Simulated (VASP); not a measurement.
## Si: a series in a change of volume

Strain engineering needs slopes: what does a change of volume do to the lattice and the band edges of Si?

Main program and level: VASP 6.6.1; LDA; plane waves and PAW (Si), in the first sound run; inputs show where later runs differ.

## 1. The structure

It takes space group Fd-3m (No. 227, cubic). Conventional cell: a = 5.431 Å, b = 5.431 Å, c = 5.431 Å, α = 90.00°, β = 90.00°, γ = 90.00°. Si has 4 Si at 2.35 Å nearest.

Coordinates:

```xyz
2
Lattice="0.0000 2.7155 2.7155 2.7155 0.0000 2.7155 2.7155 2.7155 0.0000" Properties=species:S:1:pos:R:3 pbc="T T T"
Si    0.0000    0.0000    0.0000
Si    1.3578    1.3578    1.3578
```

## 2. Relax the crystal, LDA

The series starts from the cell that this level prefers, so that zero strain is near zero stress.

This step took 2 runs in a row; the last is shown.

Level: LDA; plane waves and PAW (Si).

File INCAR:

```
SYSTEM = Si
PREC = Accurate
ENCUT = 450
EDIFF = 1E-07
NELM = 120
ISMEAR = 0
SIGMA = 0.02
LREAL = .FALSE.
ALGO = Normal
GGA = CA
NBANDS = 10
LASPH = .TRUE.
LORBIT = 11
LWAVE = .FALSE.
LCHARG = .FALSE.
KPAR = 24
IBRION = 2
NSW = 40
ISIF = 3
EDIFFG = -0.005
POTIM = 0.4
```

File POSCAR:

```
Si
1.0
    0.0000000000      2.7014008244      2.7014008244
    2.7014008244      0.0000000000      2.7014008244
    2.7014008244      2.7014008244      0.0000000000
Si
2
Direct
    0.0000000000      0.0000000000      0.0000000000
    0.2500000000      0.2500000000      0.2500000000
```

File KPOINTS:

```
Automatic mesh
0
Gamma
10 10 10
0 0 0
```

PAW data sets: Si (LDA family, release 64).

On the command line:

```bash
$ mpirun -np 24 vasp_std
```

Output:

```text
[banner, memory and clock lines left out]
running   24 mpi-ranks, on    1 nodes
[...]
|                                                                             |
|           W    W    AA    RRRRR   N    N  II  N    N   GGGG   !!!           |
|           W    W   A  A   R    R  NN   N  II  NN   N  G    G  !!!           |
|           W    W  A    A  R    R  N N  N  II  N N  N  G       !!!           |
|           W WW W  AAAAAA  RRRRR   N  N N  II  N  N N  G  GGG   !            |
|           WW  WW  A    A  R   R   N   NN  II  N   NN  G    G                |
|           W    W  A    A  R    R  N    N  II  N    N   GGGG   !!!           |
|                                                                             |
|     For optimal performance we recommend to set                             |
|       NCORE = 2 up to number-of-cores-per-socket                            |
|     NCORE specifies how many cores store one orbital (NPAR=cpu/NCORE).      |
|     This setting can greatly improve the performance of VASP for DFT.       |
[...]
|     Unfortunately you need to use the default for GW and RPA                |
|     calculations (for HF NCORE is supported but not extensively tested      |
|     yet).                                                                   |
|                                                                             |

 LDA part: xc-table for (Slater(with rela. corr.)+CA(PZ))
 , standard interpolation
 POSCAR, INCAR and KPOINTS ok, starting setup
[...]
entering main loop
       N       E                     dE             d eps       ncg     rms          rms(c)
DAV:   1     0.406882481670E+01    0.40688E+01   -0.29265E+03   940   0.545E+02
DAV:   2    -0.117240577801E+02   -0.15793E+02   -0.15019E+02  1370   0.817E+01
DAV:   3    -0.121866801231E+02   -0.46262E+00   -0.46172E+00  1156   0.123E+01
DAV:   4    -0.121903766434E+02   -0.36965E-02   -0.36960E-02  1228   0.142E+00
[...]
DAV:   9    -0.119190083082E+02    0.25935E-04   -0.21563E-04  1186   0.847E-02    0.615E-02
DAV:  10    -0.119190135503E+02   -0.52421E-05   -0.13933E-05  1080   0.238E-02    0.306E-02
DAV:  11    -0.119190134771E+02    0.73178E-07   -0.75385E-07  1174   0.511E-03
   1 F= -.11919013E+02 E0= -.11919013E+02  d E =-.119190E+02
[...]
reached required accuracy - stopping structural energy minimisation
```

Run time: 2.8 s. Hardware: 24 MPI ranks of Intel Xeon Platinum 8559C (Emerald Rapids), shared host; peak memory 3.3 GiB.

The logs omit lines about the potential files and the build; timing stands in the text.

OUTCAR, selected parts (step 2):

```text
  Total        0.0006490      0.0006490      0.0006490      0.0000000      0.0000000      0.0000000
  in kB        0.0263726      0.0263726      0.0263726      0.0000000      0.0000000      0.0000000
  external PRESSURE =       0.0263726 kB  Pullay stress =       0.0000000 kB

 POSITION                                       TOTAL-FORCE (eV/Angst)
 -----------------------------------------------------------------------------------
      0.00000      0.00000      0.00000         0.000000      0.000000      0.000000
      1.35070      1.35070      1.35070        -0.000000     -0.000000     -0.000000
 -----------------------------------------------------------------------------------
    total drift:                                0.000000      0.000000     -0.000000

  FREE ENERGIE OF THE ION-ELECTRON SYSTEM (eV)
  ---------------------------------------------------
  free  energy   TOTEN  =       -11.9190134771 eV

  energy  without entropy=      -11.9190134771  energy(sigma->0) =      -11.91901348

 reached required accuracy - stopping structural energy minimisation

[... 3 further parts left out ...]
[key lines of the parts left out:]
E-fermi :   6.0354
```

Read from the output:

| Item | Value |
| --- | --- |
| energy(sigma→0) of the program | -11.9190 eV |
| stress, compression positive | xx, yy, zz 0.00, 0.00, 0.00 GPa |
| volume | 39.427 Å³ |
| ionic steps | 1 |

## 3. Relax at fixed volume, LDA

One member in full: the volume is scaled by 0.94, and the cell is held.

Level: LDA; plane waves and PAW (Si).

INCAR, as its differences from that of step 2:

```diff
@@ -15,7 +15,8 @@
 LCHARG = .FALSE.
-KPAR = 24
+KPAR = 6
 IBRION = 2
 NSW = 40
-ISIF = 3
-EDIFFG = -0.005
+ISIF = 2
+EDIFFG = -0.004
 POTIM = 0.4
+MAXMIX = 40
```

File POSCAR:

```
Si
1.0
    0.0000000000      2.6462547217      2.6462547217
    2.6462547217      0.0000000000      2.6462547217
    2.6462547217      2.6462547217      0.0000000000
Si
2
Direct
    0.0000000000      0.0000000000      0.0000000000
    0.2500000000      0.2500000000      0.2500000000
```

KPOINTS is that of step 2.

On the command line:

```bash
$ mpirun -np 6 vasp_std
```

Output:

```text
[banner, memory and clock lines left out]
running    6 mpi-ranks, on    1 nodes
[...]
[... a notice as in an earlier step ...]

 LDA part: xc-table for (Slater(with rela. corr.)+CA(PZ))
 , standard interpolation
 POSCAR, INCAR and KPOINTS ok, starting setup
[...]
entering main loop
       N       E                     dE             d eps       ncg     rms          rms(c)
DAV:   1     0.429110599754E+01    0.42911E+01   -0.29577E+03   940   0.547E+02
DAV:   2    -0.116922425983E+02   -0.15983E+02   -0.15224E+02  1326   0.813E+01
DAV:   3    -0.121839008154E+02   -0.49166E+00   -0.49026E+00  1176   0.125E+01
DAV:   4    -0.121875570408E+02   -0.36562E-02   -0.36558E-02  1146   0.134E+00
[...]
DAV:   9    -0.118710336785E+02    0.29525E-04   -0.25345E-04  1160   0.904E-02    0.645E-02
DAV:  10    -0.118710371519E+02   -0.34734E-05   -0.16894E-05  1080   0.256E-02    0.346E-02
DAV:  11    -0.118710370708E+02    0.81070E-07   -0.88397E-07  1136   0.561E-03
   1 F= -.11871037E+02 E0= -.11871037E+02  d E =-.118710E+02
[...]
reached required accuracy - stopping structural energy minimisation
```

It took 4.2 s on 6 MPI ranks; peak memory 0.75 GiB; 20 s of CPU time.

Parts of OUTCAR (step 3):

```text
  Total        1.5779392      1.5779392      1.5779392      0.0000000      0.0000000      0.0000000
  in kB       68.2143784     68.2143784     68.2143784      0.0000000      0.0000000      0.0000000
  external PRESSURE =      68.2143784 kB  Pullay stress =       0.0000000 kB

 POSITION                                       TOTAL-FORCE (eV/Angst)
 -----------------------------------------------------------------------------------
      0.00000      0.00000      0.00000        -0.000000     -0.000000     -0.000000
      1.32313      1.32313      1.32313         0.000000      0.000000      0.000000
 -----------------------------------------------------------------------------------
    total drift:                                0.000000      0.000000     -0.000000

  FREE ENERGIE OF THE ION-ELECTRON SYSTEM (eV)
  ---------------------------------------------------
  free  energy   TOTEN  =       -11.8710370708 eV

  energy  without entropy=      -11.8710370708  energy(sigma->0) =      -11.87103707

[... 2 parts as in an earlier step ...]

[... 2 further parts left out ...]
[key lines of the parts left out:]
E-fermi :   6.7226
```

Numbers from this step:

```
energy(sigma→0) of the program : -11.8710 eV
stress, compression positive   : xx, yy, zz 6.82, 6.82, 6.82 GPa
ionic steps                    : 1
```

## 4. Band edges, HSE06 with spin-orbit coupling

Short lines in KPOINTS_OPT sample the zone centre, for masses, and the other valleys.

Level: HSE06, spin-orbit coupling; plane waves and PAW (Si).

File INCAR:

```
SYSTEM = Si
PREC = Accurate
ENCUT = 450
EDIFF = 1E-06
NELM = 100
ISMEAR = 0
SIGMA = 0.02
LREAL = .FALSE.
ALGO = Normal
LHFCALC = .TRUE.
AEXX = 0.25
GGA = PE
HFSCREEN = 0.2
LASPH = .TRUE.
LNONCOLLINEAR = .TRUE.
MAGMOM = 0 0 0 0 0 0
NBANDS = 18
GGA_COMPAT = .FALSE.
LSORBIT = .TRUE.
PRECFOCK = Fast
LWAVE = .FALSE.
LCHARG = .FALSE.
KPAR = 6
```

POSCAR is that of step 3.

File KPOINTS:

```
Automatic mesh
0
Gamma
5 5 5
0 0 0
```

File KPOINTS_OPT:

```
Line mode
6
Line-mode
Reciprocal
  0.00000000   0.00000000   0.00000000
  0.02105823   0.02105823   0.00000000

  0.00000000   0.00000000   0.00000000
 -0.00000000  -0.02105823  -0.02105823

  0.31000000   0.31000000   0.00000000
  0.50000000   0.50000000   0.00000000

  0.00000000   0.31000000   0.31000000
  0.00000000   0.50000000   0.50000000

  0.45000000   0.45000000   0.45000000
  0.50000000   0.50000000   0.50000000

  0.45000000   0.00000000   0.00000000
  0.50000000   0.00000000   0.00000000

  0.42500000   0.42500000   0.00000000
  0.42500000   0.44605823   0.02105823

  0.50000000   0.50000000   0.50000000
  0.48510959   0.51489041   0.50000000
```

On the command line:

```bash
$ mpirun -np 6 vasp_ncl
```

Output:

```text
[banner, memory and clock lines left out]
running    6 mpi-ranks, on    1 nodes
[...]
[... a notice as in an earlier step ...]

|                                                                             |
|               ----> ADVICE to this user running VASP <----                  |
|                                                                             |
|     You enforced a specific xc type in the INCAR file but a different       |
|     [... a line on the potential file left out ...]
|     I HOPE YOU KNOW WHAT YOU ARE DOING!                                     |
|                                                                             |

 LDA part: xc-table for (Slater+PW92), standard interpolation
 found WAVECAR, reading the header
 POSCAR, INCAR and KPOINTS ok, starting setup
[...]
reading WAVECAR
 the WAVECAR file was read successfully
 initial charge from wavefunction
 entering main loop
       N       E                     dE             d eps       ncg     rms          rms(c)
DAV:   1    -0.125370894035E+02   -0.12537E+02   -0.75182E-01   360   0.660E+00    0.561E+00
DAV:   2    -0.125426899808E+02   -0.56006E-02   -0.21009E-02   438   0.112E+00    0.375E+00
DAV:   3    -0.125414459818E+02    0.12440E-02   -0.38627E-04   432   0.165E-01    0.220E+00
DAV:   4    -0.125409507691E+02    0.49521E-03   -0.10102E-04   404   0.765E-02    0.126E+00
[...]
DAV:   8    -0.125406955564E+02    0.51215E-05   -0.20347E-06   424   0.990E-03    0.130E-01
DAV:   9    -0.125406939834E+02    0.15730E-05   -0.74389E-07   308   0.628E-03    0.742E-02
DAV:  10    -0.125406936801E+02    0.30329E-06   -0.38794E-07   242   0.465E-03
   1 F= -.12540694E+02 E0= -.12540694E+02  d E =-.409834E-27  mag=    -0.0000    -0.0000    -0.0000
 Start KPOINTS_OPT (optional k-point list driver)
k-point batch [1-10\48]
       N       E                     dE             ncg
DAV:   1     0.506487764535E+03    0.47091E+03      360
DAV:   2     0.266399528606E+03   -0.24009E+03      492
DAV:   3     0.232506117186E+03   -0.33893E+02      424
DAV:   4     0.231897914876E+03   -0.60820E+00      454
DAV:   5     0.231888755093E+03   -0.91598E-02      464
DAV:   6     0.231888522461E+03   -0.23263E-03      420
DAV:   7     0.231888515108E+03   -0.73528E-05      460
DAV:   8     0.231888514866E+03   -0.24184E-06      344
[...]
k-point batch [41-48\48]
       N       E                     dE             ncg
DAV:   1     0.801561191835E+03   -0.16422E+04      288
DAV:   2     0.620722581429E+03   -0.18084E+03      376
DAV:   3     0.606549286173E+03   -0.14173E+02      350
DAV:   4     0.606378665109E+03   -0.17062E+00      384
DAV:   5     0.606376847958E+03   -0.18172E-02      376
DAV:   6     0.606376826355E+03   -0.21604E-04      384
DAV:   7     0.606376826052E+03   -0.30205E-06      320
```

Run time: 5 min. Hardware: 6 MPI ranks; peak memory 1.9 GiB; 30 min of CPU time.

Parts of OUTCAR (step 4):

```text
  LATTYP: Found a face centered cubic cell.
 ALAT       =     5.2925094434

 Subroutine GETGRP returns: Found 48 space group operations
 (whereof 24 operations were pure point group operations)

The static configuration has the point symmetry T_d .
 The point group associated with its full space group is O_h .

 Found     10 irreducible k-points:

   k-points           NKPTS =     10   k-points in BZ     NKDIM =    125   number of bands    NBANDS=     18

   dimension x,y,z NGX =    28 NGY =   28 NGZ =   28
   dimension x,y,z NGXF=    56 NGYF=   56 NGZF=   56

   ENCUT  =  450.0 eV  33.07 Ry    5.75 a.u.   6.47  6.47  6.47*2*pi/ulx,y,z

   NELECT =       8.0000    total number of electrons

  exchange ACFDT corr.  =         0.00000000  see jH, gK, PRB 81, 115126

 E-fermi :   6.5378

 k-point     1 :       0.0000    0.0000    0.0000
  band No.  band energies     occupation
    ...
      4       6.3365      1.00000
      5       6.3903      1.00000
      6       6.3903      1.00000
      7       6.3903      1.00000
      8       6.3903      1.00000
      9       9.7397      0.00000
     10       9.7397      0.00000
     11       9.7778      0.00000
     12       9.7778      0.00000
     13       9.7778      0.00000
    ...

 k-point     2 :       0.2000    0.0000    0.0000
  band No.  band energies     occupation
    ...
      4       3.0098      1.00000
      5       5.7022      1.00000
      6       5.7022      1.00000
      7       5.7375      1.00000
      8       5.7375      1.00000
      9       9.6325      0.00000
     10       9.6325      0.00000
     11      10.6462      0.00000
     12      10.6462      0.00000
     13      10.6709      0.00000
    ...

 POSITION                                       TOTAL-FORCE (eV/Angst)
 -----------------------------------------------------------------------------------
      0.00000      0.00000      0.00000        -0.000000     -0.000000     -0.000000
      1.32313      1.32313      1.32313         0.000000      0.000000      0.000000
 -----------------------------------------------------------------------------------
    total drift:                                0.000003      0.000003      0.000002

  FREE ENERGIE OF THE ION-ELECTRON SYSTEM (eV)
  ---------------------------------------------------
  free  energy   TOTEN  =       -12.5406936801 eV

  energy  without entropy=      -12.5406936801  energy(sigma->0) =      -12.54069368

 Spin-Orbit-Coupling matrix elements
 Ion:    1  E_soc:     -0.0003390
 Ion:    2  E_soc:     -0.0003390

[... 1 part as in an earlier step ...]

[... 7 further parts left out ...]
```

Numbers from this step:

```
energy(sigma→0) of the program : -12.5407 eV
```

## 5. The table

Hybrid runs start from orbitals of a short LDA run, not shown.

Runs beyond LDA use the data sets made with LDA; this shifts their levels slightly, and their total energies have another zero.

The other members went through these steps as far as the tables show, with the same cutoff and, step by step, the same mesh; 20 runs are not shown. The session took 3.2 core hours (wall time by ranks) on a shared machine.

```tsv
volume over the relaxed volume	volume (Å³/atom)	pressure (GPa)	energy above the unstrained row (meV/atom)	gap on the mesh, LDA (eV)
0.940	18.531	6.821	23.988	0.344
0.960	18.925	4.308	10.311	0.382
0.980	19.319	2.043	2.507	0.419
1	19.714	0.003	0.000	0.453
1.020	20.108	-1.834	2.257	0.486
1.040	20.502	-3.486	8.806	0.517
1.060	20.896	-4.971	19.211	0.546
```

A cubic of the pressure in ln(V/V₀) through all rows has the slope −B at V₀: B = 97 GPa, and its curvature gives B′ = 4.3.

Band edges at HSE06 with spin-orbit coupling, counted from the valence-band top at Γ, spin-orbit pairs averaged, with one row partly withheld:

```tsv
volume over the relaxed volume	gap (eV)	conduction band at Γ (eV)	Δ or X valley along z (eV)	lowest conduction level at L, [111] (eV)	second valence level below the top (eV)	third valence level below the top (eV)
0.940	1.006	3.349	1.006	2.555	0.000	0.054
0.960	?	3.341	?	2.473	0.000	0.053
0.980	1.090	3.331	1.090	2.392	0.000	0.053
1	1.129	3.321	1.129	2.313	0.000	0.052
1.020	1.165	3.311	1.164	2.235	0.000	0.052
1.040	1.198	3.300	1.198	2.159	0.000	0.051
1.060	1.230	3.289	1.229	2.084	0.000	0.051
```

Conduction masses, in electron masses (the axis is [001]):

```tsv
volume over the relaxed volume	Δz mass, longitudinal	Δz mass, transverse, at 0.85 of Γ–X	L [111] mass, longitudinal	L [111] mass, transverse along [1-10]
0.940	0.895	0.183	1.875	0.138
0.960	0.893	0.184	1.824	0.137
0.980	0.889	0.186	1.802	0.134
1	0.888	0.186	1.764	0.133
1.020	0.885	0.189	1.735	0.131
1.040	0.885	0.190	1.706	0.129
1.060	0.884	0.192	1.641	0.127
```

## 6. Working out the slope

The quantity to fit is the Δ or X valley above the valence top at HSE06 with spin-orbit coupling: 1.006, 1.090, 1.129, 1.164, 1.198, 1.229 eV in the rows shown.

A least-squares parabola through the 6 rows shown, with u the logarithm of the volume ratio: E = − 2.038 u² + 1.847 u + 1.128 (eV), r.m.s. residual 3.5e-5 eV.

At u = -0.04082 this predicts 1.0497 eV.

## 7. The withheld row

The calculation gives 1.0498 eV, so the prediction is 0.0001 eV too low.

## 8. Results

```json
{
  "bulk modulus": "97 GPa",
  "gap of the unstrained cell, HSE06 with spin-orbit coupling": "1.13 eV",
  "dE/d ln V of the Δ or X valley above the valence top, HSE06 with spin-orbit coupling": "1.85 eV",
  "error of the predicted row": "-0.1 meV"
}
```

What this shows: At HSE06 with spin-orbit coupling the lowest conduction valley is Δ or X throughout, and the gap runs between 1.01 and 1.23 eV. Hole masses are left out throughout, since the top bands are degenerate or cross in many series; of conduction masses, those of the Γ, L and (for Si and Ge under (001) strain) Δ valleys are kept where they change by under an eighth between rows. A measured gap of unstrained Si is 1.1 eV (arxiv:1111.5263, band gap, quoted experimental value, temperature not given); the static gaps here belong to the lattice relaxed at LDA. HSE06 ran on a coarser mesh than the semilocal levels. Δ or X levels are the lowest on their line, refined by a parabola unless they lie at X; the gap is read from all points sampled and can differ from the lowest valley by some meV, or by tens of meV where strain moves the valence top off Γ. Temperature, zero-point motion and excitons are left out.

[Lines on the potential files, build, host, timing and source positions are cut from VASP's logs without a mark.]

[Logs are printed without paths, hosts, clocks, repeated set-up lines and the standing remarks that a program may print on its own settings, such as how far it seeks lower states.]

[Hosts, paths, dates, database ids (printed as entryN), source tags and the programs' standing remarks are cut or masked in the printed files.]

[In band tables of VASP the shares of atoms and orbitals are scaled to a sum of 1 inside the atoms' spheres.]
